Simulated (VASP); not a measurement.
Consider the following.

```yaml
crystal:
  lattice:
    - [1.62690, -2.81787, 0.00000]
    - [1.62690, 2.81787, 0.00000]
    - [0.00000, 0.00000, 5.15100]
  atoms:
    - { symbol: Hf, position: [0.33333, 0.66667, 0.25000] }
    - { symbol: Hf, position: [0.66667, 0.33333, 0.75000] }
```

Level of theory: PBE GGA, VASP's PBE PAW potentials (set 64) (plane waves; VASP). Numerical set-up: 400 eV cut-off, 11×11×6 Γ-centred mesh, first-order Methfessel-Paxton smearing of 0.10 eV, potentials Hf_pv.

Task: Give the stress tensor in GPa (positive for a compressed cell).

Result: 
```
-4.88   0.00   0.00
 0.00  -4.88   0.00
 0.00   0.00  -5.01
```
The pressure is its mean diagonal, -4.92 GPa.

The compound is Hf in the hcp structure. The cell was not relaxed at this level. The run is one of a series of settings (KPOINTS 11×11×6 Γ-centred mesh against the base run), some of them coarse on purpose.
